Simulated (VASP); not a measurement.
OSZICAR of a VASP run on Li (bcc):

File OSZICAR:
```
       N       E                     dE             d eps       ncg     rms          rms(c)
DAV:   1     0.175802258967E+01    0.17580E+01   -0.89834E+02  2330   0.510E+02
DAV:   2    -0.968890731273E+00   -0.27269E+01   -0.23903E+01  3125   0.579E+01
DAV:   3    -0.103826851813E+01   -0.69378E-01   -0.69355E-01  2550   0.764E+00
DAV:   4    -0.103903464163E+01   -0.76612E-03   -0.76610E-03  3015   0.625E-01
DAV:   5    -0.103903995874E+01   -0.53171E-05   -0.53170E-05  2605   0.348E-02    0.118E+00
DAV:   6    -0.106254750825E+01   -0.23508E-01   -0.79031E-03  2215   0.824E-01    0.763E-01
DAV:   7    -0.108182017758E+01   -0.19273E-01   -0.31728E-02  2265   0.153E+00    0.739E-02
DAV:   8    -0.108199363854E+01   -0.17346E-03   -0.64365E-04  2815   0.265E-01    0.168E-02
DAV:   9    -0.108198323393E+01    0.10405E-04   -0.34695E-05  2450   0.856E-02    0.212E-03
DAV:  10    -0.108198722303E+01   -0.39891E-05   -0.78220E-06  2285   0.345E-02    0.214E-03
DAV:  11    -0.108198731277E+01   -0.89742E-07   -0.12044E-06  2495   0.107E-02
   1 F= 0.13916202E+01 E0= 0.13915775E+01  d E =0.139162E+01
```

Q: Which electronic solver shows in the log?

A: It is blocked Davidson (ALGO = Normal, or the opening steps of other solvers). The INCAR had ALGO = Normal.

Q: Can the final energy be trusted as converged?

A: The run converged. It stopped with EDIFF = 1E-6, NELM = 100, NSW = 40 and EDIFFG = -0.02 after 1 ionic step (PBEsol GGA, plane waves, VASP's PBE PAW potentials (set 64)).

The compound is Li in the bcc structure. It was relaxed first under an external pressure of 45 GPa.
